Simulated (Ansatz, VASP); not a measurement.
CsCaH3: VASP beside Ansatz

```
Cs Ca H
1.0
     4.89846    0.00000    0.00000
     0.00000    4.62119    0.00000
     0.00000    0.00000    4.62119
Cs Ca H
1 1 3
Direct
  0.00000 0.00000 0.00000
  0.50000 0.50000 0.50000
  0.50000 0.00000 0.50000
  0.00000 0.50000 0.50000
  0.50000 0.50000 0.00000
```

Change from the starting cell: strain +0.0600 x Voigt [1, 0, 0, 0, 0, 0], atoms carried along.

Alike in both runs: task single point; functional LDA; k mesh 6 × 6 × 6; occupations gaussian, width 0.05 eV; no spin polarisation.

|  | VASP | Ansatz |
| --- | --- | --- |
| version | VASP 6.6.1 | Ansatz 0.2.0 |
| potentials or method | VASP PAW LDA potentials, release 64 (Cs_sv, Ca_sv, H) | scalar-relativistic, plane waves, PAW |
| plane-wave cutoff (eV) | 520 | 420 |
| valence electrons in the cell | 22 | 22 |

|  | VASP | Ansatz | Ansatz less VASP |
| --- | --- | --- | --- |
| gap on the k mesh at the Fermi level (eV) | 2.76 | 2.77 | +0.014 |
| least direct gap on the mesh (eV) | 2.79 | 2.81 | +0.013 |
| pressure (GPa) | -3.2 | -3.3 | -0.03 |
| largest component of the traceless stress (GPa) | 1.11 | 1.09 | -0.014 |

Caveats: spin-orbit coupling is left out, which moves the levels of the heavy elements. A k mesh can miss the band edges.
